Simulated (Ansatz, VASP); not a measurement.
# Cross-check of AlPt3N between VASP and Ansatz, part 2 of 2

Aim: how closely do two programs agree when they are given the same cell, functional and k mesh? The cell is generated by rule, not measured, and may not be a known phase. The cell is taken from a series of runs on this material, whose earlier steps may have relaxed, scaled, displaced or heated it; both programs get it as it stands.

VASP 6.6.1 and Ansatz 0.2.0.

So far. Step 5 (VASP: single point, RPBE, pair 2): The run ends at a pressure of 0.16 GPa, with forces up to 0.29 eV/Å.

The structure was built from a prototype and need not be the compound's stable phase.

## 6. Ansatz: single point, RPBE, pair 2

Level of this step: Ansatz beside VASP: Kohn-Sham DFT, plane waves, RPBE (Ansatz).

The same cell, functional, mesh and smearing now go to Ansatz, which takes its cutoff from its data sets.

The cell is taken from a series of runs on this material, whose earlier steps may have relaxed, scaled, displaced or heated it; both programs get it as it stands.

input.yaml reads:

```yaml
crystal:
  lattice:
    - [4.2086436197, 0.0, 0.0]
    - [0.0, 4.2086436197, 0.0]
    - [0.0, 0.0, 4.2086436197]
  atoms:
    - { symbol: Al, position: [0.0, 0.0168668662, 0.0] }
    - { symbol: Pt, position: [0.5, 0.4965096941, 0.0] }
    - { symbol: Pt, position: [0.5, 0.0032829942, 0.5] }
    - { symbol: Pt, position: [0.0, 0.4965096941, 0.5] }
    - { symbol: "N", position: [0.5, 0.5190084995, 0.5] }
kpoints:
  mp_grid: { grid: [8, 8, 8] }
hamiltonian:
  xc: rpbe
scf:
  occupations: { method: methfessel_paxton, width: 0.2 }
output:
  forces: true
  stress: true
  eigenvalues: true
```

On the command line:

```console
$ ansatz run input.yaml --threads 8 --pin off --max-ram 14336MiB --backend cpu --events-out ev --progress --plain --runs-dir out
```

Numbers of over 12 decimals in the logs are rounded to 6 here.

Output:

```text
[...]
Crystal: 5 atoms, lattice volume = 74.546 Å³
Basis set: ecut = 420 eV, 1419 PW (Γ), exchange–correlation on 60×60×60 points (8 copies of the dense FFT grid, shifted against one another)
Bands: 38, of which v1, the nominal top of the filled ones, is band 31 counted from 1 (30 counted from 0)
Symmetry: 8 space group operations
[...]
k-points: 75 of 512 (time reversal used)
[...]
k-point 0: bands = [... 27 lower, 16.3645, 16.3870, 16.3870, 16.3958, 17.9958, 18.0078, 18.0078, 18.4099, ... 3 higher]
  k-point 1: bands = [... 27 lower, 16.2374, 16.3176, 16.3177, 16.3936, 17.6367, 18.3097, 18.3192, 18.5483, ... 3 higher]
  k-point 2: bands = [... 27 lower, 15.8752, 16.1705, 16.1751, 16.3943, 17.5768, 18.5430, 19.1098, 19.1232, ... 3 higher]
  k-point 74: bands = [... 27 lower, 15.0260, 16.1974, 16.1974, 16.2001, 17.8874, 17.9013, 17.9013, 18.4545, ... 3 higher]
[key lines of the parts left out:]
SCF converged after 7 iterations
Free energy (F): -38534.569836 eV
Fermi energy:    17.156645 eV
P = ⅓ Tr σ = 0.2231 GPa (2.231 kbar)
```

The run ends at a pressure of 0.22 GPa, with forces up to 0.24 eV/Å.

## 7. Side by side

What differs besides the data sets and the points named for the pairs above, as far as they apply: the data sets hold 62 valence electrons in Ansatz (on its default PAW (the set named soft_2) files) and 38 in VASP. Total energies have different zeros and are not compared.

Compared:

```csv
quantity,Ansatz,VASP,difference
pressure (GPa),0.22,0.16,+0.06
```

Forces (eV/Å; atoms numbered as in POSCAR):

```csv
atom,"Ansatz x, y, z","VASP x, y, z"
Al1,"0.000, 0.130, 0.000","0.000, 0.132, 0.000"
Pt2,"0.000, -0.155, 0.000","0.000, -0.159, 0.000"
Pt3,"0.000, 0.244, 0.000","0.000, 0.287, 0.000"
Pt4,"0.000, -0.155, 0.000","0.000, -0.159, 0.000"
N5,"0.000, -0.065, 0.000","0.000, -0.101, 0.000"
```

The forces differ by 15 meV/Å r.m.s., which is 14.2 % of the r.m.s. force of 0.103 eV/Å (both taken over all components).

## 8. VASP: single point, RPBE, pair 3

A single point gives forces, pressure and levels at one fixed geometry, so differences don't come from the geometry; what else differs is listed under the comparison.

INCAR reads:

```
SYSTEM = AlPt3N
PREC = Accurate
ENCUT = 600
EDIFF = 1E-06
NELM = 120
ISMEAR = 1
SIGMA = 0.2
LREAL = .FALSE.
ALGO = Normal
GGA = RP
NBANDS = 25
LASPH = .TRUE.
LORBIT = 11
LWAVE = .FALSE.
LCHARG = .FALSE.
ISIF = 2
GGA_COMPAT = .FALSE.
KPAR = 2
```

POSCAR reads:

```
AlPt3N
1.0
    4.2086436197      0.0000000000      0.0000000000
    0.0000000000      4.2086436197      0.0000000000
    0.0000000000      0.0000000000      4.2086436197
Al Pt N
1 3 1
Direct
    0.0000000000      0.0295170158      0.0000000000
    0.5000000000      0.4938919646      0.0000000000
    0.5000000000      0.0057452398      0.5000000000
    0.0000000000      0.4938919646      0.5000000000
    0.5000000000      0.5332648741      0.5000000000
```

KPOINTS reads:

```
Automatic mesh
0
Gamma
8 8 8
0 0 0
```

Potentials, in the order of the species: Al, Pt and N (PBE family, release 64).

On the command line:

```console
$ mpirun -np 2 vasp_std
```

Output:

```text
[... set-up lines as in an earlier step ...]
 entering main loop
       N       E                     dE             d eps       ncg     rms          rms(c)
DAV:   1     0.234643852777E+03    0.23464E+03   -0.20195E+04  3750   0.158E+03
DAV:   2    -0.159760962232E+02   -0.25062E+03   -0.24082E+03  4378   0.315E+02
DAV:   3    -0.278041055573E+02   -0.11828E+02   -0.11576E+02  4593   0.679E+01
DAV:   4    -0.279746516052E+02   -0.17055E+00   -0.16997E+00  4272   0.891E+00
[...]
DAV:  11    -0.261178780525E+02    0.12538E-03   -0.56364E-04  4345   0.199E-01    0.447E-02
DAV:  12    -0.261178697879E+02    0.82646E-05   -0.46709E-05  4780   0.523E-02    0.130E-02
DAV:  13    -0.261178694668E+02    0.32118E-06   -0.61992E-06  4117   0.153E-02
   1 F= -.26117869E+02 E0= -.26119437E+02  d E =0.470171E-02
```

OUTCAR, selected parts (step 8):

```text
  Total       -0.3324419      1.6120857     -0.3324419      0.0000000      0.0000000      0.0000000
  in kB       -7.1449609     34.6475283     -7.1449609      0.0000000      0.0000000      0.0000000
  external PRESSURE =       6.7858688 kB  Pullay stress =       0.0000000 kB

 POSITION                                       TOTAL-FORCE (eV/Angst)
 -----------------------------------------------------------------------------------
      0.00000      0.12423      0.00000        -0.000000      0.207897      0.000000
      2.10432      2.07862      0.00000        -0.000000     -0.154166      0.000000
      2.10432      0.02418      2.10432         0.000000      0.646038      0.000000
      0.00000      2.07862      2.10432         0.000000     -0.154166      0.000000
      2.10432      2.24432      2.10432         0.000000     -0.545604     -0.000000
 -----------------------------------------------------------------------------------
    total drift:                                0.000000      0.001442     -0.000000

  FREE ENERGIE OF THE ION-ELECTRON SYSTEM (eV)
  ---------------------------------------------------
  free  energy   TOTEN  =       -26.1178694668 eV

  energy  without entropy=      -26.1225711750  energy(sigma->0) =      -26.11943670

[... 2 parts as in an earlier step ...]

[... 1 further part left out ...]
[key lines of the parts left out:]
E-fermi :   9.4977
```

The run ends at a pressure of 0.68 GPa, with forces up to 0.65 eV/Å.

## 9. Ansatz: single point, RPBE, pair 3

The same cell, functional, mesh and smearing now go to Ansatz, which takes its cutoff from its data sets.

The cell is taken from a series of runs on this material, whose earlier steps may have relaxed, scaled, displaced or heated it; both programs get it as it stands.

input.yaml, the sections that differ from step 6:

```yaml
crystal:
  lattice:
    - [4.2086436197, 0.0, 0.0]
    - [0.0, 4.2086436197, 0.0]
    - [0.0, 0.0, 4.2086436197]
  atoms:
    - { symbol: Al, position: [0.0, 0.0295170158, 0.0] }
    - { symbol: Pt, position: [0.5, 0.4938919646, 0.0] }
    - { symbol: Pt, position: [0.5, 0.0057452398, 0.5] }
    - { symbol: Pt, position: [0.0, 0.4938919646, 0.5] }
    - { symbol: "N", position: [0.5, 0.5332648741, 0.5] }
# kpoints, hamiltonian, scf, output: as in step 6
```

On the command line:

```console
$ ansatz run input.yaml --threads 8 --pin off --max-ram 14336MiB --backend cpu --events-out ev --progress --plain --runs-dir out
```

Output:

```text
[...]
Crystal: 5 atoms, lattice volume = 74.546 Å³
Basis set: ecut = 420 eV, 1419 PW (Γ), exchange–correlation on 60×60×60 points (8 copies of the dense FFT grid, shifted against one another)
Bands: 38, of which v1, the nominal top of the filled ones, is band 31 counted from 1 (30 counted from 0)
Symmetry: 8 space group operations
[...]
k-points: 75 of 512 (time reversal used)
[...]
k-point 0: bands = [... 27 lower, 16.3528, 16.3601, 16.3601, 16.3876, 18.0211, 18.0660, 18.0660, 18.3689, ... 3 higher]
  k-point 1: bands = [... 27 lower, 16.2187, 16.3034, 16.3078, 16.3798, 17.6666, 18.3053, 18.3694, 18.5577, ... 3 higher]
  k-point 2: bands = [... 27 lower, 15.8458, 16.1707, 16.1885, 16.3796, 17.6053, 18.4723, 19.1475, 19.1875, ... 3 higher]
  k-point 74: bands = [... 27 lower, 15.0268, 16.1805, 16.1805, 16.1890, 17.8295, 17.8689, 17.8689, 18.4496, ... 3 higher]
[key lines of the parts left out:]
SCF converged after 7 iterations
Free energy (F): -38534.571925 eV
Fermi energy:    17.156488 eV
P = ⅓ Tr σ = 0.7465 GPa (7.465 kbar)
```

The run ends at a pressure of 0.75 GPa, with forces up to 0.57 eV/Å.

## 10. Differences

What differs besides the data sets and the points named for the pairs above, as far as they apply: the data sets hold 62 valence electrons in Ansatz (on its default PAW (the set named soft_2) files) and 38 in VASP. Total energies have different zeros and are not compared.

Compared:

```csv
quantity,Ansatz,VASP,difference
pressure (GPa),0.75,0.68,+0.07
```

Forces (eV/Å; atoms numbered as in POSCAR):

```csv
atom,"Ansatz x, y, z","VASP x, y, z"
Al1,"0.000, 0.205, 0.000","0.000, 0.208, 0.000"
Pt2,"0.000, -0.147, 0.000","0.000, -0.154, 0.000"
Pt3,"0.000, 0.569, 0.000","0.000, 0.646, 0.000"
Pt4,"0.000, -0.147, 0.000","0.000, -0.154, 0.000"
N5,"0.000, -0.480, 0.000","0.000, -0.546, 0.000"
```

The forces differ by 26 meV/Å r.m.s., which is 11.4 % of the r.m.s. force of 0.232 eV/Å (both taken over all components).

## 11. What came out

* r.m.s. force difference (single point, RPBE, pair 1): 7.1 meV/Å
* r.m.s. force difference (single point, RPBE, pair 2): 15 meV/Å
* r.m.s. force difference (single point, RPBE, pair 3): 11 % of the r.m.s. force

The r.m.s. force difference is 11 % of the r.m.s. force (single point, RPBE, pair 3), beyond the 3 % picked in this series as the mark of a large difference. The data sets hold unlike numbers of valence electrons (62 in Ansatz and 38 in VASP), so part of the differences comes from the potentials. What causes the difference of the single point, RPBE, pair 2 pair stays open here. What causes the difference of the single point, RPBE, pair 3 pair stays open here. 5 further runs of this series are not shown here. How closely two codes agree says nothing of how well the functional describes the real material.

[Lines on the potential files, build, host, timing and source positions are cut from VASP's logs without a mark.]

[Logs are printed without paths, hosts, clocks, repeated set-up lines and the standing remarks that a program may print on its own settings, such as how far it seeks lower states.]

[Hosts, paths, dates, database ids (printed as entryN), source tags and the programs' standing remarks are cut or masked in the printed files.]
